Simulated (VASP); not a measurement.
Level of theory: PBE GGA, VASP's PBE PAW potentials (set 64) (plane waves; VASP).

Input for VASP

**KPOINTS**
```
Automatic
0
G
  7 7 7
0 0 0
```

**INCAR**
```
SYSTEM = Cs
PREC = Accurate; ENCUT = 400; LREAL = .FALSE.
LASPH = .TRUE.
EDIFF = 1E-6; NELM = 100; ALGO = Normal
LMAXMIX = 4
ISMEAR = 1; SIGMA = 0.1
GGA = PE
ISIF = 2
LWAVE = .FALSE.; LCHARG = .FALSE.
```

POSCAR:
```
Cs
5.2827550
 -0.5773502652   0.5773502652   0.5773502652
  0.5773502652  -0.5773502652   0.5773502652
  0.5773502652   0.5773502652  -0.5773502652
Cs
1
Direct
  0.0000000000   0.0000000000   0.0000000000
```

POTCAR, in this order: Cs_sv (PBE.64 set). Program: vasp_std.

**Question.** What will the output report for the number of irreducible k-points (NKPTS), number of bands (NBANDS), largest plane-wave count, number of space-group operations, FFT grid (NGX, NGY, NGZ)?

**Answer.** 
| Item | Value |
|---|---|
| number of irreducible k-points (NKPTS) | 20 |
| number of bands (NBANDS) | 8 |
| largest plane-wave count | 2093 |
| number of space-group operations | 48 |
| FFT grid (NGX, NGY, NGZ) | 36 × 36 × 36 |

The compound is Cs in the bcc structure. The cell was not relaxed at this level.
